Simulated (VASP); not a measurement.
Level of theory: TPSS meta-GGA, VASP's PBE PAW potentials (set 64) (plane waves; VASP 6.6.1).

The input files of a VASP run:

### KPOINTS
```
Automatic mesh
0
Gamma
9 9 9
0 0 0
```

File POSCAR:
```
Sb
1
    3.9573420000    -2.1550000000     0.0000000000
    3.9573420000     2.1550000000     0.0000000000
    2.7838200000     0.0000000000     3.5432930000
Sb
2
Direct
  0.2335000000   0.2335000000   0.2335000000
  0.7665000000   0.7665000000   0.7665000000
```

### INCAR
```
ALGO  =  Normal
EDIFF  =  1E-6
EDIFFG  =  -0.01
ENCUT  =  520
IBRION  =  2
ISIF  =  3
ISMEAR  =  1
LASPH  =  .TRUE.
LCHARG  =  .FALSE.
LMAXMIX  =  4
LMIXTAU  =  .TRUE.
LREAL  =  .FALSE.
LWAVE  =  .FALSE.
METAGGA  =  TPSS
NELM  =  100
NSW  =  60
PREC  =  Accurate
SIGMA  =  0.1
SYSTEM  =  Sb
```

POTCAR, in this order: Sb (PBE.64 set). Program: vasp_std.

Output of the run:

### OSZICAR
```
       N       E                     dE             d eps       ncg     rms          rms(c)
DAV:   1     0.229075284245E+02    0.22908E+02   -0.37199E+03  1530   0.906E+02
DAV:   2    -0.224908437371E+02   -0.45398E+02   -0.44322E+02  2005   0.139E+02
DAV:   3    -0.242954485726E+02   -0.18046E+01   -0.17527E+01  1972   0.352E+01
DAV:   4    -0.243131463650E+02   -0.17698E-01   -0.17380E-01  2038   0.365E+00
DAV:   5    -0.243132557249E+02   -0.10936E-03   -0.10935E-03  1917   0.288E-01    0.330E+00
DAV:   6    -0.242071355956E+02    0.10612E+00   -0.33598E+00  1602   0.225E+01    0.200E+00
DAV:   7    -0.242297554167E+02   -0.22620E-01   -0.54990E-02  1870   0.229E+00    0.101E+00
DAV:   8    -0.241806910885E+02    0.49064E-01   -0.63256E-02  1542   0.327E+00    0.277E-01
DAV:   9    -0.242348701434E+02   -0.54179E-01   -0.46709E-02  1531   0.293E+00    0.518E-02
DAV:  10    -0.242382858654E+02   -0.34157E-02   -0.49787E-03  1542   0.933E-01    0.234E-02
DAV:  11    -0.242375140694E+02    0.77180E-03   -0.21362E-03  1564   0.651E-01    0.397E-02
DAV:  12    -0.242386234273E+02   -0.11094E-02   -0.71197E-04  1541   0.406E-01    0.111E-02
DAV:  13    -0.242386443176E+02   -0.20890E-04   -0.21886E-05  1728   0.512E-02    0.487E-03
DAV:  14    -0.242386529727E+02   -0.86551E-05   -0.11527E-05  1542   0.573E-02    0.449E-03
DAV:  15    -0.242386560395E+02   -0.30669E-05   -0.22556E-06  1523   0.221E-02    0.145E-03
DAV:  16    -0.242386572118E+02   -0.11723E-05   -0.86474E-07   838   0.158E-02    0.462E-04
DAV:  17    -0.242386573877E+02   -0.17593E-06   -0.12514E-07   767   0.501E-03
   1 F= -.24238657E+02 E0= -.24238531E+02  d E =-.242387E+02
       N       E                     dE             d eps       ncg     rms          rms(c)
DAV:   1    -0.242679964850E+02   -0.29339E-01   -0.10378E+00  1663   0.557E+00    0.863E-01
DAV:   2    -0.242570275096E+02    0.10969E-01   -0.18845E-02  1637   0.111E+00    0.493E-01
DAV:   3    -0.242436570183E+02    0.13370E-01   -0.37848E-02  1582   0.108E+00    0.142E-01
DAV:   4    -0.242448925890E+02   -0.12356E-02   -0.24968E-03  1550   0.439E-01    0.104E-01
DAV:   5    -0.242449024904E+02   -0.99015E-05   -0.24939E-04  1601   0.169E-01    0.446E-02
DAV:   6    -0.242449089575E+02   -0.64671E-05   -0.16890E-04  1531   0.158E-01    0.112E-02
DAV:   7    -0.242449413048E+02   -0.32347E-04   -0.91418E-05  1530   0.120E-01    0.274E-03
DAV:   8    -0.242449604885E+02   -0.19184E-04   -0.10191E-05  1552   0.420E-02    0.633E-04
DAV:   9    -0.242449597506E+02    0.73793E-06   -0.76584E-07  1037   0.118E-02
   2 F= -.24244960E+02 E0= -.24245000E+02  d E =-.630236E-02
       N       E                     dE             d eps       ncg     rms          rms(c)
DAV:   1    -0.242544599504E+02   -0.94995E-02   -0.18269E-01  1639   0.238E+00    0.359E-01
DAV:   2    -0.242524953065E+02    0.19646E-02   -0.32107E-03  1631   0.462E-01    0.204E-01
DAV:   3    -0.242502321577E+02    0.22631E-02   -0.63111E-03  1599   0.440E-01    0.596E-02
DAV:   4    -0.242504521257E+02   -0.21997E-03   -0.39156E-04  1562   0.175E-01    0.446E-02
DAV:   5    -0.242504534167E+02   -0.12910E-05   -0.41380E-05  1607   0.686E-02    0.184E-02
DAV:   6    -0.242504614339E+02   -0.80172E-05   -0.27239E-05  1532   0.635E-02    0.427E-03
DAV:   7    -0.242504654839E+02   -0.40500E-05   -0.12549E-05  1534   0.443E-02    0.113E-03
DAV:   8    -0.242504678105E+02   -0.23267E-05   -0.13492E-06  1245   0.155E-02    0.252E-04
DAV:   9    -0.242504676047E+02    0.20588E-06   -0.10864E-07   765   0.446E-03
   3 F= -.24250468E+02 E0= -.24250438E+02  d E =-.118102E-01
       N       E                     dE             d eps       ncg     rms          rms(c)
DAV:   1    -0.242504681094E+02   -0.29887E-06   -0.14737E-04  1656   0.677E-02    0.102E-02
DAV:   2    -0.242504661024E+02    0.20070E-05   -0.25880E-06  1585   0.131E-02    0.581E-03
DAV:   3    -0.242504632511E+02    0.28513E-05   -0.51035E-06  1585   0.125E-02    0.170E-03
DAV:   4    -0.242504633387E+02   -0.87581E-07   -0.30432E-07   765   0.504E-03
   4 F= -.24250463E+02 E0= -.24250436E+02  d E =-.118060E-01
       N       E                     dE             d eps       ncg     rms          rms(c)
DAV:   1    -0.242506707945E+02   -0.20754E-03   -0.42782E-03  1557   0.406E-01    0.219E-02
DAV:   2    -0.242506793104E+02   -0.85158E-05   -0.12525E-04  1740   0.873E-02    0.146E-02
DAV:   3    -0.242506690766E+02    0.10234E-04   -0.17882E-05  1714   0.257E-02    0.322E-03
DAV:   4    -0.242506683300E+02    0.74662E-06   -0.15229E-06   893   0.975E-03
   5 F= -.24250668E+02 E0= -.24250646E+02  d E =-.204991E-03
       N       E                     dE             d eps       ncg     rms          rms(c)
DAV:   1    -0.242508381045E+02   -0.16903E-03   -0.15649E-02  1557   0.776E-01    0.420E-02
DAV:   2    -0.242508645372E+02   -0.26433E-04   -0.46095E-04  1741   0.168E-01    0.279E-02
DAV:   3    -0.242508283125E+02    0.36225E-04   -0.65054E-05  1713   0.518E-02    0.635E-03
DAV:   4    -0.242508260111E+02    0.23014E-05   -0.76891E-06  1692   0.238E-02    0.626E-03
DAV:   5    -0.242508239841E+02    0.20270E-05   -0.29687E-06  1528   0.217E-02    0.291E-03
DAV:   6    -0.242508259743E+02   -0.19902E-05   -0.14750E-06  1256   0.154E-02    0.240E-04
DAV:   7    -0.242508261131E+02   -0.13876E-06   -0.98253E-08   765   0.346E-03
   6 F= -.24250826E+02 E0= -.24250815E+02  d E =-.362774E-03
       N       E                     dE             d eps       ncg     rms          rms(c)
DAV:   1    -0.242508599112E+02   -0.33937E-04   -0.17806E-03  1667   0.251E-01    0.185E-02
DAV:   2    -0.242508630803E+02   -0.31691E-05   -0.52686E-05  1575   0.567E-02    0.115E-02
DAV:   3    -0.242508626814E+02    0.39891E-06   -0.15095E-05  1636   0.269E-02    0.244E-03
DAV:   4    -0.242508633489E+02   -0.66749E-06   -0.10145E-06   866   0.899E-03
   7 F= -.24250863E+02 E0= -.24250848E+02  d E =-.372358E-04
       N       E                     dE             d eps       ncg     rms          rms(c)
DAV:   1    -0.242508640053E+02   -0.13239E-05   -0.41668E-05  1639   0.385E-02    0.275E-03
DAV:   2    -0.242508642637E+02   -0.25844E-06   -0.14485E-06  1203   0.998E-03
   8 F= -.24250864E+02 E0= -.24250848E+02  d E =-.381507E-04
       N       E                     dE             d eps       ncg     rms          rms(c)
DAV:   1    -0.242509067385E+02   -0.42733E-04   -0.16671E-03  1587   0.230E-01    0.205E-02
DAV:   2    -0.242508943035E+02    0.12435E-04   -0.46789E-05  1589   0.542E-02    0.127E-02
DAV:   3    -0.242508873461E+02    0.69575E-05   -0.31849E-05  1688   0.378E-02    0.300E-03
DAV:   4    -0.242508882831E+02   -0.93706E-06   -0.30337E-06  1502   0.167E-02
   9 F= -.24250888E+02 E0= -.24250873E+02  d E =-.240194E-04
```

### OUTCAR
```
------------------------ aborting loop because EDIFF is reached ----------------------------------------
  FORCE on cell =-STRESS in cart. coord.  units (eV):
  Direction    XX          YY          ZZ          XY          YZ          ZX
  --------------------------------------------------------------------------------------
  Total        0.0080820      0.0038724      0.0043342      0.0000000      0.0000000      0.0013942
  in kB        0.2068713      0.0991208      0.1109400      0.0000000      0.0000000      0.0356864
  external PRESSURE =       0.1389773 kB  Pullay stress =       0.0000000 kB
  volume of cell :       62.59
      direct lattice vectors                 reciprocal lattice vectors
     4.005820684 -2.179739504  0.001009542     0.124843107 -0.229385208 -0.098162638
     4.005820684  2.179739504  0.001009542     0.124843107  0.229385208 -0.098162638
     2.818826587 -0.000000000  3.584979727    -0.000070312  0.000000000  0.278996891
 POSITION                                       TOTAL-FORCE (eV/Angst)
 -----------------------------------------------------------------------------------
      2.52600     -0.00000      0.83660        -0.001085      0.000000     -0.000359
      8.30447     -0.00000      2.75040         0.001085     -0.000000      0.000359
 -----------------------------------------------------------------------------------
    total drift:                                0.000000      0.000000      0.000000
  FREE ENERGIE OF THE ION-ELECTRON SYSTEM (eV)
  ---------------------------------------------------
  free  energy   TOTEN  =       -24.2508882831 eV

  energy  without entropy=      -24.2508437893  energy(sigma->0) =      -24.25087345

 reached required accuracy - stopping structural energy minimisation
```
(Selected blocks of OUTCAR.)

CONTCAR:
```
Sb
   1.00000000000000
     4.0058206842529671   -2.1797395035631633    0.0010095423914472
     4.0058206842529671    2.1797395035631633    0.0010095423914471
     2.8188265865506592   -0.0000000000000001    3.5849797268938230
  Sb
     2
Direct
     0.2332308218884074    0.2332308218884074    0.2332308218862908
     0.7667691781115925    0.7667691781115925    0.7667691781137091
```

Energy and stress use the plane-wave basis of the starting cell.

The compound is Sb in the a7 structure. This run relaxes it. Symmetry was kept, so distortions that lower it aren't found.
